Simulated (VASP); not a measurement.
# Cl on the Cs site in Cs2LiYCl6, part 2 of 10

How easily does Cl on the Cs site form in Cs2LiYCl6? The host is relaxed first, then a supercell is run with and without the defect. The start is a cell from a database of measured crystal structures.

VASP 6.6.1, plane waves and PAW; the level of theory is named at each step.

So far. Step 2 (The host at zero pressure): The run ended after 5 ionic steps, 0.214 eV below its first step, once forces and stress met EDIFFG = -0.03. The relaxed cell has a = 10.132 Å (conventional setting).

## 3. Relax the host again, on a new basis

Level of this step: LDA; plane waves and PAW (Cs_sv, Y_sv, Cl, Li) (VASP).

The volume changed by more than 5 %, so the plane waves of the start no longer fit; a second relaxation removes that error.

File INCAR:

```
SYSTEM = Cs2LiYCl6
PREC = Normal
ENCUT = 350
EDIFF = 1E-05
NELM = 120
ISMEAR = 0
SIGMA = 0.05
LREAL = Auto
ALGO = Fast
GGA = CA
NBANDS = 46
LORBIT = 11
LWAVE = .FALSE.
LCHARG = .FALSE.
IBRION = 2
NSW = 30
ISIF = 3
EDIFFG = -0.03
POTIM = 0.4
```

File POSCAR:

```
Cs2LiYCl6
1.0
    0.0000000000      5.0658996952      5.0658996952
    5.0658996952      0.0000000000      5.0658996952
    5.0658996952      5.0658996952      0.0000000000
Cs Y Cl Li
2 1 6 1
Direct
    0.7500000000      0.7500000000      0.7500000000
    0.2500000000      0.2500000000      0.2500000000
    0.0000000000      0.0000000000      0.0000000000
    0.7450981016      0.7450981016      0.2549018984
    0.2549018984      0.2549018984      0.7450981016
    0.7450981016      0.2549018984      0.7450981016
    0.2549018984      0.7450981016      0.7450981016
    0.2549018984      0.7450981016      0.2549018984
    0.7450981016      0.2549018984      0.2549018984
    0.5000000000      0.5000000000      0.5000000000
```

File KPOINTS:

```
Automatic mesh
0
Gamma
3 3 3
0 0 0
```

Potentials, in the order of the species: Cs_sv, Y_sv, Cl and Li (LDA family, release 64).

Command:

```console
$ export OMP_NUM_THREADS=5
$ mpirun -np 1 vasp_std
```

Output:

```text
[... set-up lines as in an earlier step ...]
 entering main loop
       N       E                     dE             d eps       ncg     rms          rms(c)
DAV:   1     0.423788749451E+03    0.42379E+03   -0.25879E+04   368   0.101E+03
DAV:   2    -0.142601668035E+02   -0.43805E+03   -0.43066E+03   494   0.231E+02
DAV:   3    -0.474088435308E+02   -0.33149E+02   -0.33056E+02   432   0.700E+01
DAV:   4    -0.483855901169E+02   -0.97675E+00   -0.97589E+00   576   0.113E+01
DAV:   5    -0.483987149747E+02   -0.13125E-01   -0.13123E-01   520   0.125E+00    0.326E+01
RMM:   6    -0.466532323982E+02    0.17455E+01   -0.31369E+00   374   0.486E+00    0.241E+01
RMM:   7    -0.467016693325E+02   -0.48437E-01   -0.43794E+00   400   0.536E+00    0.829E+00
RMM:   8    -0.465436021672E+02    0.15807E+00   -0.19452E+00   387   0.406E+00    0.411E+00
RMM:   9    -0.464849944467E+02    0.58608E-01   -0.22995E-01   411   0.148E+00    0.641E-01
RMM:  10    -0.464914299569E+02   -0.64355E-02   -0.67173E-02   443   0.579E-01    0.577E-01
RMM:  11    -0.464967176819E+02   -0.52877E-02   -0.29623E-02   447   0.398E-01    0.118E+00
RMM:  12    -0.464914375177E+02    0.52802E-02   -0.87310E-03   406   0.389E-01    0.688E-01
RMM:  13    -0.464963097982E+02   -0.48723E-02   -0.52832E-02   450   0.718E-01    0.192E+00
RMM:  14    -0.464958311636E+02    0.47863E-03   -0.18447E-03   408   0.170E-01    0.182E+00
RMM:  15    -0.464945762762E+02    0.12549E-02   -0.40545E-04   394   0.729E-02    0.157E+00
RMM:  16    -0.464903737775E+02    0.42025E-02   -0.18223E-02   538   0.422E-01    0.149E-01
RMM:  17    -0.464905800056E+02   -0.20623E-03   -0.87072E-04   403   0.110E-01    0.204E-01
RMM:  18    -0.464905701566E+02    0.98490E-05   -0.22884E-04   355   0.371E-02    0.182E-01
RMM:  19    -0.464904986890E+02    0.71468E-04   -0.17248E-04   386   0.349E-02    0.107E-01
RMM:  20    -0.464904620880E+02    0.36601E-04   -0.23654E-04   397   0.445E-02    0.258E-02
RMM:  21    -0.464904683866E+02   -0.62987E-05   -0.67648E-05   274   0.191E-02
   1 F= -.46490468E+02 E0= -.46490468E+02  d E =-.464905E+02
 curvature:   0.00 expect dE= 0.000E+00 dE for cont linesearch  0.000E+00
 trial: gam= 0.00000 g(F)=  0.109E-03 g(S)=  0.180E-03 ort = 0.000E+00 (trialstep = 0.100E+01)
 search vector abs. value=  0.288E-03
 reached required accuracy - stopping structural energy minimisation
```

Run time: 41 s. Hardware: 1 × NVIDIA H100 80GB HBM3, 81559 MiB with 1 MPI rank of AMD EPYC 7R13 (Zen 3), card shared with another run, shared host; peak memory 1.7 GiB.

From OUTCAR (step 3):

```text
  LATTYP: Found a face centered cubic cell.
 ALAT       =    10.1317993904

The static configuration has the point symmetry O_h .

 Found      4 irreducible k-points:

   ENCUT  =  350.0 eV  25.72 Ry    5.07 a.u.  10.93 10.93 10.93*2*pi/ulx,y,z

   NELECT =      72.0000    total number of electrons

 E-fermi :   0.5504

 k-point     1 :       0.0000    0.0000    0.0000
  band No.  band energies     occupation
    ...
     32       0.0281      2.00000
     33       0.0281      2.00000
     34       0.2189      2.00000
     35       0.2189      2.00000
     36       0.2189      2.00000
     37       4.9004      0.00000
     38       4.9004      0.00000
     39       4.9004      0.00000
     40       5.9687      0.00000
     41       6.2148      0.00000
    ...

 k-point     2 :       0.3333    0.0000    0.0000
  band No.  band energies     occupation
    ...
     32      -0.0980      2.00000
     33      -0.0980      2.00000
     34      -0.0381      2.00000
     35      -0.0381      2.00000
     36       0.0130      2.00000
     37       5.1490      0.00000
     38       5.2053      0.00000
     39       5.2053      0.00000
     40       6.9423      0.00000
     41       7.0299      0.00000
    ...

  Total        0.1245797      0.1245797      0.1245797      0.0000000     -0.0000000      0.0000000
  in kB        0.7676408      0.7676408      0.7676408      0.0000000     -0.0000000      0.0000000
  external PRESSURE =       0.7676408 kB  Pullay stress =       0.0000000 kB

  energy-cutoff  :      350.00
  volume of cell :      260.02
      direct lattice vectors                 reciprocal lattice vectors
     0.000000000  5.065899695  5.065899695    -0.098699151  0.098699151  0.098699151
     5.065899695  0.000000000  5.065899695     0.098699151 -0.098699151  0.098699151
     5.065899695  5.065899695  0.000000000     0.098699151  0.098699151 -0.098699151

 POSITION                                       TOTAL-FORCE (eV/Angst)
 -----------------------------------------------------------------------------------
      7.59885      7.59885      7.59885        -0.000000      0.000000      0.000000
      2.53295      2.53295      2.53295        -0.000000      0.000000      0.000000
      0.00000      0.00000      0.00000         0.000000      0.000000      0.000000
      5.06590      5.06590      7.54918         0.000000      0.000000      0.021671
      5.06590      5.06590      2.58261         0.000000      0.000000     -0.021671
      5.06590      7.54918      5.06590         0.000000      0.021671      0.000000
      7.54918      5.06590      5.06590         0.021671      0.000000      0.000000
      5.06590      2.58261      5.06590         0.000000     -0.021671      0.000000
      2.58261      5.06590      5.06590        -0.021671      0.000000      0.000000
      5.06590      5.06590      5.06590         0.000000      0.000000      0.000000
 -----------------------------------------------------------------------------------
    total drift:                                0.000000      0.000000      0.000000

  FREE ENERGIE OF THE ION-ELECTRON SYSTEM (eV)
  ---------------------------------------------------
  free  energy   TOTEN  =       -46.4904683866 eV

  energy  without entropy=      -46.4904683866  energy(sigma->0) =      -46.49046839

 total charge
# of ion       s       p       d       f       tot
--------------------------------------------------
    1        1.837   4.687   0.033   0.000   6.558
    2        1.837   4.687   0.033   0.000   6.558
    3        2.190   6.472   0.961   0.108   9.731
    4        1.590   3.548   0.000   0.000   5.138
    5        1.590   3.548   0.000   0.000   5.138
    6        1.590   3.548   0.000   0.000   5.138
    7        1.590   3.548   0.000   0.000   5.138
    8        1.590   3.548   0.000   0.000   5.138
    9        1.590   3.548   0.000   0.000   5.138
   10        0.069   0.173   0.000   0.000   0.242
--------------------------------------------------
tot         15.472  37.305   1.028   0.108  53.913

[... 5 parts as in an earlier step ...]

[... 4 further parts left out ...]
```

CONTCAR:

```
Cs2LiYCl6
    1.000000000000000
     0.0000000000000000    5.0658996951999997    5.0658996951999997
     5.0658996951999997    0.0000000000000000    5.0658996951999997
     5.0658996951999997    5.0658996951999997    0.0000000000000000
  Cs              Y               Cl              Li
     2     1     6     1
Direct
     0.7500000000000000    0.7500000000000000    0.7500000000000000
     0.2500000000000000    0.2500000000000000    0.2500000000000000
     0.0000000000000000    0.0000000000000000    0.0000000000000000
     0.7450981016000000    0.7450981016000000    0.2549018984000000
     0.2549018984000000    0.2549018984000000    0.7450981016000000
     0.7450981016000000    0.2549018984000000    0.7450981016000000
     0.2549018984000000    0.7450981016000000    0.7450981016000000
     0.2549018984000000    0.7450981016000000    0.2549018984000000
     0.7450981016000000    0.2549018984000000    0.2549018984000000
     0.5000000000000000    0.5000000000000000    0.5000000000000000
```

Little changed from the start: no atom moved by 0.005 Å and no cell edge by 0.1 %.

This step gave:

| Property | Result |
| --- | --- |
| electronic cycles | 21 |
| Fermi energy | 0.5504 eV |

The start already met the threshold, so nothing moved.

(Continued in part 3 of 10.)

[Lines on the potential files, build, host, timing and source positions are cut from VASP's logs without a mark.]

[Logs are printed without paths, hosts, clocks, repeated set-up lines and the standing remarks that a program may print on its own settings, such as how far it seeks lower states.]

[Hosts, paths, dates, database ids (printed as entryN), source tags and the programs' standing remarks are cut or masked in the printed files.]

[In band tables of VASP the shares of atoms and orbitals are scaled to a sum of 1 inside the atoms' spheres.]

[Runs that stopped without an error message from VASP are left out.]
